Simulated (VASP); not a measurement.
# GaGe (F-43m) in VASP: further runs

The runs below take GaGe through equation of state, with r2SCAN, PBE+D3(BJ).

All numbers are computed with VASP 6.6.1; they aren't measurements. Logs are shortened: lines on timing, memory, paths and dates and some standing lists are left out, and cuts for length are marked.

**1. The crystal as given**

It takes space group F-43m (No. 216, cubic). The conventional cell has a = 5.740 Å, b = 5.740 Å, c = 5.740 Å, α = 90.00°, β = 90.00°, γ = 90.00°. Ge (site symmetry -43m) has 4 Ga at 2.49 Å as nearest neighbours. Around Ga (site symmetry -43m) lie 4 Ge at 2.49 Å.

The cell comes from a database or a generator and needn't be the stable form of this composition.

**2. Equation of state, r2SCAN, 23.60 Å³/atom**

Contents of INCAR:

```
PREC     = Accurate       # precision mode
ENCUT    = 900            # plane-wave cutoff, eV
EDIFF    = 1E-8           # SCF threshold, eV
ISMEAR   = -1             # smearing method
SIGMA    = 0.05           # smearing width, eV
LREAL    = F              # projectors in reciprocal space
LASPH    = T              # aspherical terms in the spheres
NELM     = 100            # most SCF steps
ALGO     = Normal         # electronic algorithm
ISIF     = 2              # what is computed and relaxed
LWAVE    = F              # write WAVECAR
LCHARG   = F              # write CHGCAR
METAGGA  = R2SCAN         # meta-GGA
LMIXTAU  = T            
ADDGRID  = F
```

Contents of KPOINTS:

```
regular mesh
0
Gamma
  19 19 19
```

Contents of POSCAR:

```
GaGe
1.0
    0.0000000000      2.8685708471      2.8685708471
    2.8685708471      0.0000000000      2.8685708471
    2.8685708471      2.8685708471      0.0000000000
Ge Ga
1 1
Direct
    0.0000000000      0.0000000000      0.0000000000
    0.2500000000      0.2500000000      0.2500000000
```

Potentials or basis: VASP PAW PBE potentials, release 64 (Ge, Ga).

Command:

```console
$ cat potpaw_PBE.64/Ge/POTCAR potpaw_PBE.64/Ga/POTCAR > POTCAR
$ mpirun -np 1 vasp_std > vasp.out
```

OUTCAR:

```text
PREC = Accurate
   ENCUT = 900
   EDIFF = 1E-8
   ISMEAR = -1
   LREAL = F
   LASPH = T
   NELM = 100
   ISIF = 2
   METAGGA = R2SCAN

 ion  position               nearest neighbor table
   1  0.000  0.000  0.000-   2 2.48   2 2.48   2 2.48   2 2.48
   2  0.250  0.250  0.250-   1 2.48   1 2.48   1 2.48   1 2.48

  LATTYP: Found a face centered cubic cell.
 ALAT       =     5.7371416942

  Lattice vectors:

 A1 = (   0.0000000000,   2.8685708471,   2.8685708471)
 A2 = (   2.8685708471,   0.0000000000,   2.8685708471)
 A3 = (   2.8685708471,   2.8685708471,   0.0000000000)

Analysis of symmetry for initial positions (statically):
=====================================================================
 Subroutine PRICEL returns:
 Original cell was already a primitive cell.

 Routine SETGRP: Setting up the symmetry group for a
 face centered cubic supercell.

 Subroutine GETGRP returns: Found 24 space group operations
 (whereof 24 operations were pure point group operations)
 out of a pool of 48 trial point group operations.

The static configuration has the point symmetry T_d .

Analysis of symmetry for dynamics (positions and initial velocities):
=====================================================================
 Subroutine PRICEL returns:
 Original cell was already a primitive cell.

 Routine SETGRP: Setting up the symmetry group for a
 face centered cubic supercell.

 Subroutine GETGRP returns: Found 24 space group operations
 (whereof 24 operations were pure point group operations)
 out of a pool of 48 trial point group operations.

The dynamic configuration has the point symmetry T_d .

 Subroutine INISYM returns: Found 24 space group operations
 (whereof 24 operations are pure point group operations),
 and found     1 'primitive' translations

----------------------------------------------------------------------------------------

                                     Primitive cell

  volume of cell :      47.2092

  direct lattice vectors                    reciprocal lattice vectors
     0.000000000  2.868570847  2.868570847    -0.174302824  0.174302824  0.174302824
     2.868570847  0.000000000  2.868570847     0.174302824 -0.174302824  0.174302824
     2.868570847  2.868570847  0.000000000     0.174302824  0.174302824 -0.174302824

  length of vectors
     4.056771797  4.056771797  4.056771797     0.301901347  0.301901347  0.301901347

  position of ions in fractional coordinates (direct lattice)
     0.000000000  0.000000000  0.000000000
     0.250000000  0.250000000  0.250000000

  ion indices of the primitive-cell ions
   primitive index   ion index
                 1           1
                 2           2

----------------------------------------------------------------------------------------

 KPOINTS: regular mesh

Automatic generation of k-mesh.
 Grid dimensions read from file:
 generate k-points for:   19   19   19

 Generating k-lattice:

  Cartesian coordinates                     Fractional coordinates (reciprocal lattice)
    -0.009173833  0.009173833  0.009173833     0.052631579  0.000000000  0.000000000
     0.009173833 -0.009173833  0.009173833     0.000000000  0.052631579  0.000000000
     0.009173833  0.009173833 -0.009173833     0.000000000  0.000000000  0.052631579

  Length of vectors
     0.015889545  0.015889545  0.015889545

  Shift w.r.t. Gamma in fractional coordinates (k-lattice)
     0.000000000  0.000000000  0.000000000

 Subroutine IBZKPT returns following result:
 ===========================================

 Found    220 irreducible k-points:

 Following reciprocal coordinates:
            Coordinates               Weight
  0.000000  0.000000  0.000000      1.000000
  0.052632  0.000000  0.000000      8.000000
  0.105263  0.000000  0.000000      8.000000
  0.157895  0.000000  0.000000      8.000000
  0.210526  0.000000  0.000000      8.000000
  0.263158  0.000000  0.000000      8.000000
[... 16 lines left out ...]
 -0.315789  0.052632  0.000000     24.000000
 -0.263158  0.052632  0.000000     24.000000
 [... further k-points ...]
   k-points           NKPTS =    220   k-points in BZ     NKDIM =    220   number of bands    NBANDS=      7
   number of dos      NEDOS =    301   number of ions     NIONS =      2
   total plane-waves  NPLWV =  64000
   dimension x,y,z NGX =    40 NGY =   40 NGZ =   40
   dimension x,y,z NGXF=    80 NGYF=   80 NGZF=   80
   ions per type =               1   1
   NGX,Y,Z   is equivalent  to a cutoff of  16.39, 16.39, 16.39 a.u.
   NGXF,Y,Z  is equivalent  to a cutoff of  32.78, 32.78, 32.78 a.u.
 SYSTEM =  unknown system
   PREC   = accura    normal or accurate (medium, high low for compatibility)
   ISTART =      0    job   : 0-new  1-cont  2-samecut
   ICHARG =      2    charge: 1-file 2-atom 10-const
   ISPIN  =      1    spin polarized calculation?
   LNONCOLLINEAR =      F non collinear calculations
   LSORBIT =      F    spin-orbit coupling
   LASPH  =      T    aspherical Exc in radial PAW
   ENCUT  =  900.0 eV  66.15 Ry    8.13 a.u.   9.92  9.92  9.92*2*pi/ulx,y,z
   NELM   =    100;   NELMIN=  2; NELMDL= -5     # of ELM steps
   EDIFF  = 0.1E-07   stopping-criterion for ELM
   LREAL  =      F    real-space projection
   EDIFFG = 0.1E-06   stopping-criterion for IOM
   NSW    =      0    number of steps for IOM
   IBRION =     -1    ionic relax: 0-MD 1-quasi-New 2-CG
   NFREE  =      0    steps in history (QN), initial steepest desc. (CG)
   ISIF   =      2    stress and relaxation
   ISYM   =      2    0-nonsym 1-usesym 2-fastsym
   POTIM  = 0.5000    time-step for ionic-motion
   TEBEG  =    0.0;   TEEND  =   0.0 temperature during run
   PSTRESS=    0.0 pullay stress
   NELECT =       7.0000    total number of electrons
   NUPDOWN=      -1.0000    fix difference up-down
   EMIN   =  10.00;   EMAX   =-10.00  energy-range for DOS
   EFERMI =   0.00;   METHOD = LEGACY
   ISMEAR =    -1;   SIGMA  =   0.05  broadening in eV -4-tet -1-fermi 0-gaus
   EFERMI_NEDOS =   21; number of points for ismear=-14 and -15
   IALGO  =     38    algorithm
   IMIX   =      4    mixing-type and parameters
     AMIX     =   0.40;   BMIX     =  1.00
     AMIX_MAG =   1.60;   BMIX_MAG =  1.00
  volume/ion in A,a.u.               =      23.60       159.29
  Fermi-wavevector in a.u.,A,eV,Ry     =   0.866493  1.637435 10.215402  0.750811
  Thomas-Fermi vector in A             =   1.984890
   LORBIT       =      0    0 simple, 1 ext, 2 COOP (PROOUT), +10 PAW based schemes
   METAGGA = R2SCAN    functional components
   LHFCALC =     F    Hartree Fock is set to
   AEXX    =    0.0000 exact exchange contribution
   IVDW    =     0    specifies the selected vdW correction
   LEPSILON=     F    determine dielectric tensor
   LRPA    =     F    only Hartree local field effects (RPA)
 non-spin polarized calculation
  energy-cutoff  :      900.00
  volume of cell :       47.21
 maximum number of plane-waves:      2911
   NGX = 19   NGY = 19   NGZ = 19

 number of electron       7.0000000 magnetization

 Free energy of the ion-electron system (eV)
  ---------------------------------------------------
  ext. energy  EPLUGINS =         0.00000000
  ---------------------------------------------------
  free energy    TOTEN  =       -24.93581391 eV

  energy without entropy =      -24.92638949  energy(sigma->0) =      -24.93110170

 E-fermi :   1.3087     XC(G=0):  -9.2704

 val. band max:        1.2989550813   @ k =  -0.4737   0.1579   0.0526
 cond. band min:       1.3218397919   @ k =   0.2632   0.1579   0.0526
 fundamental gap:      0.0228847106
 Fermi energy:         1.3086603969

 k-point     1 :       0.0000    0.0000    0.0000
  band No.  band energies     occupation
      1      -9.8049      2.00000
      2       3.1535      0.00000
      3       3.1535      0.00000
      4       3.1535      0.00000
      5       4.2695      0.00000
      6       6.0439      0.00000
      7       6.0439      0.00000

 k-point     2 :       0.0526    0.0000    0.0000
  band No.  band energies     occupation
      1      -9.7705      2.00000
      2       2.5259      0.00000
      3       3.0846      0.00000
      4       3.0846      0.00000
      5       4.6575      0.00000
      6       6.1368      0.00000
      7       6.1368      0.00000

 k-point     3 :       0.1053    0.0000    0.0000
  band No.  band energies     occupation
      1      -9.6677      2.00000
      2       1.4988      0.04363
      3       2.9071      0.00000
      4       2.9071      0.00000
      5       4.8709      0.00000
      6       6.3767      0.00000
      7       6.3767      0.00000

 k-point     4 :       0.1579    0.0000    0.0000
  band No.  band energies     occupation
      1      -9.4984      2.00000
      2       0.4314      2.00000
      3       2.6767      0.00000
      4       2.6767      0.00000
      5       4.7719      0.00000
      6       6.6775      0.00000
      7       6.6775      0.00000

 k-point     5 :       0.2105    0.0000    0.0000
  band No.  band energies     occupation
      1      -9.2659      2.00000
      2      -0.6099      2.00000
      3       2.4380      0.00000
      4       2.4380      0.00000
      5       4.5825      0.00000
      6       6.9472      0.00000
      7       6.9472      0.00000
[... 161 lines left out ...]
 k-point    22 :      -0.3684    0.0526    0.0000
  band No.  band energies     occupation
      1      -8.1453      2.00000
      2      -3.4964      2.00000
      3       1.4153      0.21184
      4       1.9061      0.00001
      5       4.3633      0.00000
      6       7.1359      0.00000
      7       7.1893      0.00000

 k-point    23 :      -0.3158    0.0526    0.0000
  band No.  band energies     occupation
      1      -8.4965      2.00000
      2      -2.7650      2.00000
      3       1.5084      0.03613
      4       2.0837      0.00000
      5       4.4754      0.00000
      6       7.1017      0.00000
      7       7.2788      0.00000

 k-point    24 :      -0.2632    0.0526    0.0000
  band No.  band energies     occupation
      1      -8.8400      2.00000
      2      -1.9064      2.00000
      3       1.6553      0.00195
      4       2.2962      0.00000
      5       4.6258      0.00000
      6       7.0134      0.00000
      7       7.2984      0.00000

 [... further k-points ...]

------------------------ aborting loop because EDIFF is reached ----------------------------------------

  FORCE on cell =-STRESS in cart. coord.  units (eV):
  Direction    XX          YY          ZZ          XY          YZ          ZX
  --------------------------------------------------------------------------------------
  -------------------------------------------------------------------------------------
  Total       -0.1771657     -0.1771657     -0.1771657      0.0000000     -0.0000000     -0.0000000
  in kB       -6.0126147     -6.0126147     -6.0126147      0.0000000     -0.0000000     -0.0000000
  external PRESSURE =      -6.0126147 kB  Pullay stress =       0.0000000 kB

 VOLUME and BASIS-vectors are now :
 -----------------------------------------------------------------------------
  energy-cutoff  :      900.00
  volume of cell :       47.21
      direct lattice vectors                 reciprocal lattice vectors
     0.000000000  2.868570847  2.868570847    -0.174302824  0.174302824  0.174302824
     2.868570847  0.000000000  2.868570847     0.174302824 -0.174302824  0.174302824
     2.868570847  2.868570847  0.000000000     0.174302824  0.174302824 -0.174302824

 POSITION                                       TOTAL-FORCE (eV/Angst)
 -----------------------------------------------------------------------------------
      0.00000      0.00000      0.00000        -0.000000     -0.000000     -0.000000
      1.43429      1.43429      1.43429         0.000000      0.000000      0.000000
 -----------------------------------------------------------------------------------
    total drift:                                0.000000      0.000000      0.000000

  FREE ENERGIE OF THE ION-ELECTRON SYSTEM (eV)
  ---------------------------------------------------
  free  energy   TOTEN  =       -24.9358139132 eV

  energy  without entropy=      -24.9263894880  energy(sigma->0) =      -24.93110170
```

It took 6.8 min on 1 thread of Intel Xeon Platinum 8488C (Sapphire Rapids), shared host; peak memory 0.44 GiB.

What came out:

| Item | Value |
| --- | --- |
| Free energy | -24.9358 eV |
| Pressure | -0.6 GPa |
| Band gap on the k mesh | none (metal or under the smearing width) |

Caveat: the PAW data sets were made with another functional, which shifts forces and pressure a little.

**3. Equation of state, r2SCAN, 25.06 Å³/atom**

INCAR is that of step 2.

KPOINTS is that of step 2.

Contents of POSCAR:

```
GaGe
1.0
    0.0000000000      2.9265373908      2.9265373908
    2.9265373908      0.0000000000      2.9265373908
    2.9265373908      2.9265373908      0.0000000000
Ge Ga
1 1
Direct
    0.0000000000      0.0000000000      0.0000000000
    0.2500000000      0.2500000000      0.2500000000
```

Potentials or basis: VASP PAW PBE potentials, release 64 (Ge, Ga).

Command:

```console
$ cat potpaw_PBE.64/Ge/POTCAR potpaw_PBE.64/Ga/POTCAR > POTCAR
$ mpirun -np 1 vasp_std > vasp.out
```

Run time: 7.6 min. Hardware: 1 thread of Intel Xeon Platinum 8488C (Sapphire Rapids), shared host; peak memory 0.46 GiB.

Results (log left out):

```
Free energy            : -24.8965 eV
Pressure               : -3.5 GPa
Band gap on the k mesh : none (metal or under the smearing width)
```

Caveat: the PAW data sets were made with another functional, which shifts forces and pressure a little.

**4. Equation of state, r2SCAN, 23.60 Å³/atom**

Edit INCAR of step 3 so:

```diff
@@ -1,6 +1,6 @@
 PREC     = Accurate       # precision mode
-ENCUT    = 900            # plane-wave cutoff, eV
-EDIFF    = 1E-8           # SCF threshold, eV
+ENCUT    = 300            # plane-wave cutoff, eV
+EDIFF    = 1E-6           # SCF threshold, eV
 ISMEAR   = -1             # smearing method
-SIGMA    = 0.05           # smearing width, eV
+SIGMA    = 0.1            # smearing width, eV
 LREAL    = F              # projectors in reciprocal space
```

Contents of KPOINTS:

```
regular mesh
0
Gamma
  3 3 3
```

Contents of POSCAR:

```
GaGe
1.0
    0.0000000000      2.8685708471      2.8685708471
    2.8685708471      0.0000000000      2.8685708471
    2.8685708471      2.8685708471      0.0000000000
Ge Ga
1 1
Direct
    0.0000000000      0.0000000000      0.0000000000
    0.2500000000      0.2500000000      0.2500000000
```

Command:

```console
$ cat potpaw_PBE.64/Ge/POTCAR potpaw_PBE.64/Ga/POTCAR > POTCAR
$ mpirun -np 1 vasp_std > vasp.out
```

It took 11 s on 1 thread of Intel Xeon Platinum 8488C (Sapphire Rapids), shared host; peak memory 0.13 GiB.

The run converged, but some of its settings lie outside the range that counts as converged, so its numbers aren't taken as properties of the crystal.

What came out:

```yaml
Free_energy: -24.6698 eV
Pressure: -0.7 GPa
Band_gap_on_the_k_mesh: none (metal or under the smearing width)
```

Caveat: the k mesh is coarse (spacing up to 0.63 Å⁻¹), so the values aren't converged; the PAW data sets were made with another functional, which shifts forces and pressure a little.

**5. Equation of state, r2SCAN, 25.06 Å³/atom**

INCAR is that of step 4.

KPOINTS is that of step 4.

Contents of POSCAR:

```
GaGe
1.0
    0.0000000000      2.9265373908      2.9265373908
    2.9265373908      0.0000000000      2.9265373908
    2.9265373908      2.9265373908      0.0000000000
Ge Ga
1 1
Direct
    0.0000000000      0.0000000000      0.0000000000
    0.2500000000      0.2500000000      0.2500000000
```

Command:

```console
$ cat potpaw_PBE.64/Ge/POTCAR potpaw_PBE.64/Ga/POTCAR > POTCAR
$ mpirun -np 1 vasp_std > vasp.out
```

Wall time 10 s (1 thread of Intel Xeon Platinum 8488C (Sapphire Rapids), shared host); peak memory 0.13 GiB.

The run converged, but some of its settings lie outside the range that counts as converged, so its numbers aren't taken as properties of the crystal.

What came out:

```yaml
Free_energy: -24.6287 eV
Pressure: -3.7 GPa
Band_gap_on_the_k_mesh: none (metal or under the smearing width)
```

Caveat: the k mesh is coarse (spacing up to 0.62 Å⁻¹), so the values aren't converged; the PAW data sets were made with another functional, which shifts forces and pressure a little.

**6. Equation of state, r2SCAN, 23.60 Å³/atom**

Edit INCAR of step 5 so:

```diff
@@ -1,3 +1,3 @@
 PREC     = Accurate       # precision mode
-ENCUT    = 300            # plane-wave cutoff, eV
+ENCUT    = 350            # plane-wave cutoff, eV
 EDIFF    = 1E-6           # SCF threshold, eV
```

KPOINTS is that of step 5.

Contents of POSCAR:

```
GaGe
1.0
    0.0000000000      2.8685708471      2.8685708471
    2.8685708471      0.0000000000      2.8685708471
    2.8685708471      2.8685708471      0.0000000000
Ge Ga
1 1
Direct
    0.0000000000      0.0000000000      0.0000000000
    0.2500000000      0.2500000000      0.2500000000
```

Potentials or basis: VASP PAW PBE potentials, release 64 (Ge, Ga).

Command:

```console
$ cat potpaw_PBE.64/Ge/POTCAR potpaw_PBE.64/Ga/POTCAR > POTCAR
$ mpirun -np 1 vasp_std > vasp.out
```

Run time: 13 s. Hardware: 1 thread of Intel Xeon Platinum 8488C (Sapphire Rapids), shared host; peak memory 0.15 GiB.

The run converged, but some of its settings lie outside the range that counts as converged, so its numbers aren't taken as properties of the crystal.

What came out:

```
Free energy            : -24.6709 eV
Pressure               : -0.7 GPa
Band gap on the k mesh : none (metal or under the smearing width)
```

Caveat: the k mesh is coarse (spacing up to 0.63 Å⁻¹), so the values aren't converged; the PAW data sets were made with another functional, which shifts forces and pressure a little.

**7. Equation of state, r2SCAN, 25.06 Å³/atom**

INCAR is that of step 6.

KPOINTS is that of step 6.

Contents of POSCAR:

```
GaGe
1.0
    0.0000000000      2.9265373908      2.9265373908
    2.9265373908      0.0000000000      2.9265373908
    2.9265373908      2.9265373908      0.0000000000
Ge Ga
1 1
Direct
    0.0000000000      0.0000000000      0.0000000000
    0.2500000000      0.2500000000      0.2500000000
```

Command:

```console
$ cat potpaw_PBE.64/Ge/POTCAR potpaw_PBE.64/Ga/POTCAR > POTCAR
$ mpirun -np 1 vasp_std > vasp.out
```

Run time: 12 s. Hardware: 1 thread of Intel Xeon Platinum 8488C (Sapphire Rapids), shared host; peak memory 0.14 GiB.

These settings aren't checked as converged: the numbers below hold their error.

What came out:

* Free energy: -24.6299 eV
* Pressure: -3.7 GPa
* Band gap on the k mesh: none (metal or under the smearing width)

Caveat: the k mesh is coarse (spacing up to 0.62 Å⁻¹), so the values aren't converged; the PAW data sets were made with another functional, which shifts forces and pressure a little.

**8. Equation of state, r2SCAN, 23.60 Å³/atom**

Edit INCAR of step 7 so:

```diff
@@ -1,3 +1,3 @@
 PREC     = Accurate       # precision mode
-ENCUT    = 350            # plane-wave cutoff, eV
+ENCUT    = 400            # plane-wave cutoff, eV
 EDIFF    = 1E-6           # SCF threshold, eV
```

KPOINTS is that of step 7.

Contents of POSCAR:

```
GaGe
1.0
    0.0000000000      2.8685708471      2.8685708471
    2.8685708471      0.0000000000      2.8685708471
    2.8685708471      2.8685708471      0.0000000000
Ge Ga
1 1
Direct
    0.0000000000      0.0000000000      0.0000000000
    0.2500000000      0.2500000000      0.2500000000
```

Command:

```console
$ cat potpaw_PBE.64/Ge/POTCAR potpaw_PBE.64/Ga/POTCAR > POTCAR
$ mpirun -np 1 vasp_std > vasp.out
```

It took 13 s on 1 thread of Intel Xeon Platinum 8488C (Sapphire Rapids), shared host; peak memory 0.15 GiB.

These settings aren't checked as converged: the numbers below hold their error.

Results:

| Item | Value |
| --- | --- |
| Free energy | -24.6715 eV |
| Pressure | -0.6 GPa |
| Band gap on the k mesh | none (metal or under the smearing width) |

Caveat: the k mesh is coarse (spacing up to 0.63 Å⁻¹), so the values aren't converged; the PAW data sets were made with another functional, which shifts forces and pressure a little.

(Part 1 of 8 ends here.)
